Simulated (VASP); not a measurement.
These are RPBE GGA, VASP's PBE PAW potentials (set 64) (plane waves; VASP) values and carry that method's errors.

The input files of a VASP run:

KPOINTS:
```
Automatic
0
G
 11 11 7
```

**POSCAR**
```
Gd
1
    1.8428808087    -3.1919629627     0.0000000000
    1.8428808087     3.1919629627     0.0000000000
    0.0000000000     0.0000000000     5.7046707973
Gd
2
Direct
  0.3333330000   0.6666670000   0.2500000000
  0.6666670000   0.3333330000   0.7500000000
```

**INCAR**
```
NELM = 100
PREC = Accurate
SIGMA = 0.1   # width (eV)
SYSTEM = Gd
LREAL = F
EDIFF = 1E-7   # SCF stop (eV)
ENCUT = 520   # plane-wave cut-off (eV)
LASPH = T   # aspherical one-centre terms
IBRION = 2
ISIF = 4   # ions and shape, fixed volume
LWAVE = F
ALGO = Normal   # blocked Davidson
GGA = RP
EDIFFG = -0.01
NSW = 30   # most ionic steps
LMAXMIX = 6   # l cut-off of mixed one-centre charges
LCHARG = F
ISMEAR = 1   # Methfessel-Paxton
```

POTCAR, in this order: Gd_3 (PBE.64 set). Program: vasp_std.

What VASP printed:

File OSZICAR:
```
       N       E                     dE             d eps       ncg     rms          rms(c)
DAV:   1     0.402725695119E+02    0.40273E+02   -0.89155E+03  1664   0.122E+03
DAV:   2    -0.656650820811E+01   -0.46839E+02   -0.45847E+02  1839   0.239E+02
DAV:   3    -0.841052553156E+01   -0.18440E+01   -0.17637E+01  2271   0.281E+01
DAV:   4    -0.844526203375E+01   -0.34737E-01   -0.34237E-01  2025   0.397E+00
DAV:   5    -0.844634502008E+01   -0.10830E-02   -0.10825E-02  2469   0.525E-01    0.225E+01
DAV:   6    -0.845271224739E+01   -0.63672E-02   -0.21179E-02  1929   0.122E+00    0.135E+01
DAV:   7    -0.846465445993E+01   -0.11942E-01   -0.39275E-02  1839   0.168E+00    0.209E-01
DAV:   8    -0.846446693994E+01    0.18752E-03   -0.20043E-03  2009   0.332E-01    0.622E-02
DAV:   9    -0.846449027981E+01   -0.23340E-04   -0.20828E-04  2069   0.109E-01    0.379E-02
DAV:  10    -0.846448349789E+01    0.67819E-05   -0.32782E-05  1999   0.403E-02    0.476E-02
DAV:  11    -0.846448644808E+01   -0.29502E-05   -0.55695E-06  1979   0.177E-02    0.245E-03
DAV:  12    -0.846448670064E+01   -0.25257E-06   -0.35221E-07  2241   0.388E-03    0.440E-03
DAV:  13    -0.846448663553E+01    0.65113E-07   -0.23431E-08  1172   0.117E-03
   1 F= -.84644866E+01 E0= -.84638363E+01  d E =-.846449E+01
       N       E                     dE             d eps       ncg     rms          rms(c)
DAV:   1    -0.847264002616E+01   -0.81533E-02   -0.31197E-01  1684   0.406E+00    0.355E-01
DAV:   2    -0.846877800892E+01    0.38620E-02   -0.48615E-03  1979   0.562E-01    0.210E-01
DAV:   3    -0.846703353976E+01    0.17445E-02   -0.23643E-03  2152   0.371E-01    0.904E-02
DAV:   4    -0.846704803865E+01   -0.14499E-04   -0.34039E-04  2186   0.129E-01    0.540E-02
DAV:   5    -0.846705017997E+01   -0.21413E-05   -0.91652E-06  2379   0.235E-02    0.430E-03
DAV:   6    -0.846704980849E+01    0.37148E-06   -0.99424E-07  2272   0.743E-03    0.246E-03
DAV:   7    -0.846704974293E+01    0.65560E-07   -0.10852E-07  1097   0.282E-03
   2 F= -.84670497E+01 E0= -.84669264E+01  d E =-.256311E-02
       N       E                     dE             d eps       ncg     rms          rms(c)
DAV:   1    -0.846967098325E+01   -0.26212E-02   -0.11884E-01  1674   0.250E+00    0.222E-01
DAV:   2    -0.846817611031E+01    0.14949E-02   -0.18597E-03  1944   0.349E-01    0.128E-01
DAV:   3    -0.846750068357E+01    0.67543E-03   -0.91953E-04  2124   0.233E-01    0.552E-02
DAV:   4    -0.846750692456E+01   -0.62410E-05   -0.13411E-04  2171   0.810E-02    0.332E-02
DAV:   5    -0.846750755634E+01   -0.63179E-06   -0.35345E-06  2386   0.145E-02    0.276E-03
DAV:   6    -0.846750737306E+01    0.18328E-06   -0.42044E-07  2218   0.485E-03    0.154E-03
DAV:   7    -0.846750734036E+01    0.32699E-07   -0.45723E-08   927   0.181E-03
   3 F= -.84675073E+01 E0= -.84675505E+01  d E =-.302070E-02
```

OUTCAR:
```
------------------------ aborting loop because EDIFF is reached ----------------------------------------
  FORCE on cell =-STRESS in cart. coord.  units (eV):
  Direction    XX          YY          ZZ          XY          YZ          ZX
  --------------------------------------------------------------------------------------
  Total        0.3852766      0.3852765      0.3896328      0.0000000      0.0000000      0.0000000
  in kB        9.1974517      9.1974503      9.3014449      0.0000000      0.0000000      0.0000000
  external PRESSURE =       9.2321156 kB  Pullay stress =       0.0000000 kB
  volume of cell :       67.11
      direct lattice vectors                 reciprocal lattice vectors
     1.831532112 -3.172306441  0.000000000     0.272995486 -0.157614029  0.000000000
     1.831532112  3.172306441 -0.000000000     0.272995486  0.157614029  0.000000000
    -0.000000000  0.000000000  5.775585371     0.000000000  0.000000000  0.173142623
 POSITION                                       TOTAL-FORCE (eV/Angst)
 -----------------------------------------------------------------------------------
      1.83153      1.05744      1.44390        -0.000000      0.000000      0.000000
      1.83153     -1.05744      4.33169         0.000000     -0.000000      0.000000
 -----------------------------------------------------------------------------------
    total drift:                               -0.000005      0.000117     -0.000011
  FREE ENERGIE OF THE ION-ELECTRON SYSTEM (eV)
  ---------------------------------------------------
  free  energy   TOTEN  =        -8.4675073404 eV

  energy  without entropy=       -8.4676368536  energy(sigma->0) =       -8.46755051

 reached required accuracy - stopping structural energy minimisation
```
(Selected blocks of OUTCAR.)

CONTCAR:
```
Gd
   1.00000000000000
     1.8315321123791086   -3.1723064409954946    0.0000000000000000
     1.8315321123791086    3.1723064409954946   -0.0000000000000000
    -0.0000000000000000    0.0000000000000000    5.7755853710607870
  Gd
     2
Direct
     0.3333330000000032    0.6666669999999968    0.2500000000000000
     0.6666669999999968    0.3333330000000032    0.7500000000000000
```

The 4f electrons are frozen in the core of the lanthanide potential, so 4f levels, which can set the real gap, and their magnetism are missing.

The compound is Gd in the hcp structure. This cell is one point of a volume scan, at 0.97 of the reference volume. Symmetry was kept, so distortions that lower it aren't found.
